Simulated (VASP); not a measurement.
Consider the following.

```yaml
crystal:
  lattice:
    - [2.51920, 0.00000, 0.00000]
    - [-1.25960, 2.18169, 0.00000]
    - [0.00000, 0.00000, 4.16193]
  atoms:
    - { symbol: Cu, position: [0.33333, 0.66667, 0.25000] }
    - { symbol: Cu, position: [0.66667, 0.33333, 0.75000] }
```

The numbers are results of r2SCAN meta-GGA with spin-orbit coupling, VASP's PBE PAW potentials (set 64) (plane waves; VASP 6.6.1), not measurements. Settings: 400 eV cut-off, 15×15×8 Γ-centred mesh, Gaussian smearing of 0.050 eV, potentials Cu.

Q: Give the energies of bands 11 to 24 at the high-symmetry points, in eV from the Fermi level.

A: 
| band | Γ | M | K | A | L | H |
|---|---|---|---|---|---|---|
| 11 | -3.25 | -3.33 | -3.53 | -3.49 | -2.73 | -3.64 |
| 12 | -3.25 | -3.33 | -3.53 | -3.49 | -2.73 | -3.64 |
| 13 | -3.03 | -3.07 | -2.90 | -3.30 | -2.20 | -2.93 |
| 14 | -3.03 | -3.07 | -2.90 | -3.30 | -2.20 | -2.93 |
| 15 | -2.83 | -1.94 | -2.19 | -3.30 | -2.20 | -2.75 |
| 16 | -2.83 | -1.94 | -2.19 | -3.30 | -2.20 | -2.75 |
| 17 | -2.71 | -1.91 | -2.09 | -2.30 | -1.85 | -2.00 |
| 18 | -2.71 | -1.91 | -2.09 | -2.30 | -1.85 | -2.00 |
| 19 | -2.10 | -1.79 | -2.08 | -2.30 | -1.85 | -1.97 |
| 20 | -2.10 | -1.79 | -2.08 | -2.30 | -1.85 | -1.97 |
| 21 | -1.97 | -0.16 | 3.06 | -2.23 | 0.33 | 4.17 |
| 22 | -1.97 | -0.16 | 3.06 | -2.23 | 0.33 | 4.17 |
| 23 | -1.42 | 1.59 | 3.61 | -2.23 | 0.33 | 4.20 |
| 24 | -1.42 | 1.59 | 3.61 | -2.23 | 0.33 | 4.20 |

It has no gap at this level: it comes out as a metal or semimetal.

The structure comes from a computed database's Cu entry (P6_3/mmc); how it stands against other phases isn't given here. It was relaxed first.
